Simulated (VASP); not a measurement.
Input for VASP

**POSCAR**
```
Au
1
    0.0000000000     2.0400000000     2.0400000000
    2.0400000000     0.0000000000     2.0400000000
    2.0400000000     2.0400000000     0.0000000000
Au
1
Direct
  0.0000000000   0.0000000000   0.0000000000
```

KPOINTS:
```
kpoints
0
gamma
 14 14 14
0 0 0
```

INCAR:
```
ALGO=Normal
EDIFF=1E-6
EDIFFG=-0.01
ENCUT=480
IBRION=2
ISIF=3
ISMEAR=1
LASPH=.TRUE.
LCHARG=.FALSE.
LMAXMIX=6
LMIXTAU=.TRUE.
LREAL=.FALSE.
LWAVE=.FALSE.
METAGGA=R2SCAN
NELM=100
NSW=60
PREC=Accurate
SIGMA=0.1
SYSTEM=Au
```

POTCAR, in this order: Au (PBE.64 set). Program: vasp_std.

Translate this r2SCAN calculation to Ansatz.

One equivalent input (not run):
Ansatz 0.2 input:
```yaml
crystal:
  lattice:
    - [0.0000000, 2.0400000, 2.0400000]
    - [2.0400000, 0.0000000, 2.0400000]
    - [2.0400000, 2.0400000, 0.0000000]
  atoms:
    - { symbol: Au, position: [0.0000000, 0.0000000, 0.0000000] }
kpoints:
  mp_grid: { grid: [14, 14, 14] }
hamiltonian:
  xc: r2scan
  pseudopotentials: { kind: paw }
scf:
  occupations: { method: methfessel_paxton, width: 0.1 }
  max_iter: 100
relax:
  max_steps: 60
  f_tol: 0.01
  cell: {}
output: { forces: true, stress: true, eigenvalues: true }
```
The two are equivalent in intent, not identical: each code has its own PAW files, so the cut-off isn't converted (ENCUT is set for VASP's; basis.ecutwfc is left out, and Ansatz then takes the one that its files recommend); Ansatz stops its SCF on the density residual and VASP on the energy change (EDIFF).

The compound is Au in the fcc structure. This run relaxes it. Symmetry was kept, so distortions that lower it aren't found.
